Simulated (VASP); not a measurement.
VASP, PAW. Formation energy of MoSi$_{2}$ (MoSi2 type) (0 K, solid elements as references).

```tsv
level	formation energy (eV/atom)
LDA	-0.589
```

### Question
Estimate the formation energy from PBEsol, PBE, r2SCAN.

### Answer

| Item | Value |
|---|---|
| PBEsol | -0.602 eV/atom |
| PBE | -0.492 eV/atom |
| r2SCAN | -0.463 eV/atom |

Only levels that ran to the end are used. Left out are those held back, those with too coarse a band path, GW runs whose mesh misses a band edge, hybrids' fits of cells that aren't cubic and levels without matching references; a question may draw on a part of the rest.
